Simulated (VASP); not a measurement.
Input:

```
As2S3
1.0
    3.37498     0.00000     0.00000
   -1.68749     2.92282     0.00000
    0.00000     0.00000    20.04058
As S
2 3
Direct
  0.33333   0.66667   0.42104
  0.00000   0.00000   0.57896
  0.00000   0.00000   0.34929
  0.66667   0.33333   0.50000
  0.33333   0.66667   0.65071
```

Method: PBE GGA, VASP's PBE PAW potentials (set 64) (plane waves; VASP). Run with 300 eV cut-off, 8×8×1 Γ-centred mesh, Fermi-Dirac smearing of 0.10 eV, potentials As S.

The cell holds a wide vacuum, so values per volume refer to the whole cell.

Problem. What does the run give for the energy per atom (σ→0), largest force?

Solution. 
| Item | Result |
|---|---|
| energy per atom (σ→0) | -4.227 eV/atom |
| largest force | 1.242 eV/Å |

The absolute energy has meaning only against runs of the same code, potentials and settings.

The cell is a sheet with vacuum, built from a generated structure.
